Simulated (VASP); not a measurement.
Calculation: PBEsol GGA, VASP's PBE PAW potentials (set 64) (plane waves; VASP 6.6.1).

Input for VASP

INCAR:
```
SYSTEM=ZnCu2SiTe4
PREC=Accurate; ENCUT=300; LREAL=.False.
LASPH=.True.
EDIFF=1E-6; NELM=100; ALGO=Normal
LMAXMIX=4
ISMEAR=-1; SIGMA=0.1
GGA=PS
ISIF=2
LWAVE=.False.; LCHARG=.False.
```

### POSCAR
```
ZnCu2SiTe4
1
   -2.9885450000     2.9885450000     5.9464150000
    2.9885450000    -2.9885450000     5.9464150000
    2.9885450000     2.9885450000    -5.9464150000
Zn Si Cu Te
1 1 2 4
Direct
  0.0000000000   0.0000000000   0.0000000000
  0.5000000000   0.5000000000   0.0000000000
  0.7500000000   0.2500000000   0.5000000000
  0.2500000000   0.7500000000   0.5000000000
  0.3876700000   0.8714700000   0.0000000000
  0.1285300000   0.1285300000   0.5162000000
  0.8714700000   0.3876700000   0.0000000000
  0.6123300000   0.6123300000   0.4838000000
```

KPOINTS:
```
K-points
0
G
 8 8 8
```

POTCAR, in this order: Zn Si Cu Te (PBE.64 set). Program: vasp_std.

What VASP printed:

File OSZICAR:
```
       N       E                     dE             d eps       ncg     rms          rms(c)
DAV:   1     0.371245140944E+03    0.37125E+03   -0.18150E+04  4366   0.110E+03
DAV:   2     0.648876140723E+01   -0.36476E+03   -0.35403E+03  4396   0.299E+02
DAV:   3    -0.310374107725E+02   -0.37526E+02   -0.36391E+02  5874   0.111E+02
DAV:   4    -0.328633016163E+02   -0.18259E+01   -0.18111E+01  6108   0.243E+01
DAV:   5    -0.329280740861E+02   -0.64772E-01   -0.64698E-01  6123   0.455E+00    0.153E+01
DAV:   6    -0.332887894269E+02   -0.36072E+00   -0.43146E+01  5655   0.116E+02    0.114E+01
DAV:   7    -0.310780425994E+02    0.22107E+01   -0.10674E+01  5831   0.759E+01    0.641E+00
DAV:   8    -0.312571948345E+02   -0.17915E+00   -0.41117E+00  6860   0.283E+01    0.387E+00
DAV:   9    -0.311407672144E+02    0.11643E+00   -0.12380E+00  6373   0.214E+01    0.127E+00
DAV:  10    -0.311448025568E+02   -0.40353E-02   -0.99937E-02  6138   0.709E+00    0.758E-01
DAV:  11    -0.311426478061E+02    0.21548E-02   -0.14210E-02  6863   0.222E+00    0.216E-01
DAV:  12    -0.311427374539E+02   -0.89648E-04   -0.24319E-03  6367   0.318E-01    0.849E-02
DAV:  13    -0.311426750114E+02    0.62443E-04   -0.10676E-04  6576   0.212E-01    0.525E-02
DAV:  14    -0.311426646644E+02    0.10347E-04   -0.25734E-04  6834   0.322E-01    0.216E-02
DAV:  15    -0.311426677287E+02   -0.30644E-05   -0.73593E-05  6457   0.120E-01    0.225E-02
DAV:  16    -0.311426677056E+02    0.23100E-07   -0.22069E-06  3569   0.101E-02
   1 F= -.31142668E+02 E0= -.31138884E+02  d E =-.756648E-02
```

File OUTCAR:
```
------------------------ aborting loop because EDIFF is reached ----------------------------------------
  FORCE on cell =-STRESS in cart. coord.  units (eV):
  Direction    XX          YY          ZZ          XY          YZ          ZX
  --------------------------------------------------------------------------------------
  Total       -1.7149966     -1.7149966     -1.7335397      0.0000000      0.0000000      0.0000000
  in kB      -12.9341841    -12.9341841    -13.0740326      0.0000000      0.0000000      0.0000000
  external PRESSURE =     -12.9808002 kB  Pullay stress =       0.0000000 kB
  volume of cell :      212.44
      direct lattice vectors                 reciprocal lattice vectors
    -2.988545000  2.988545000  5.946415000     0.000000000  0.167305495  0.084084276
     2.988545000 -2.988545000  5.946415000     0.167305495  0.000000000  0.084084276
     2.988545000  2.988545000 -5.946415000     0.167305495  0.167305495  0.000000000
 POSITION                                       TOTAL-FORCE (eV/Angst)
 -----------------------------------------------------------------------------------
      0.00000      0.00000      0.00000        -0.000000     -0.000000      0.000000
      0.00000      0.00000      5.94642        -0.000000      0.000000      0.000000
      0.00000      2.98854      2.97321        -0.000000      0.000000      0.000000
      2.98854      0.00000      2.97321        -0.000000      0.000000      0.000000
      1.44586     -1.44586      7.48737         0.054677     -0.054677      0.143072
      1.54269      1.54269     -1.54095        -0.054677     -0.054677     -0.143072
     -1.44586      1.44586      7.48737        -0.054677      0.054677      0.143072
      1.44586      1.44586      4.40546         0.054677      0.054677     -0.143072
 -----------------------------------------------------------------------------------
    total drift:                                0.000016      0.000016      0.000017
  FREE ENERGIE OF THE ION-ELECTRON SYSTEM (eV)
  ---------------------------------------------------
  free  energy   TOTEN  =       -31.1426677056 eV

  energy  without entropy=      -31.1351012221  energy(sigma->0) =      -31.13888446
```
(Selected blocks of OUTCAR.)

At this cut-off the stress carries a Pulay error, which pulls relaxed volumes low.

The structure comes from a computed database's ZnCu2SiTe4 entry (I-42m); how it stands against other phases isn't given here. The cell was not relaxed at this level. The run is one of a series of settings (KPOINTS 8×8×8 Γ-centred mesh against the base run), some of them coarse on purpose.
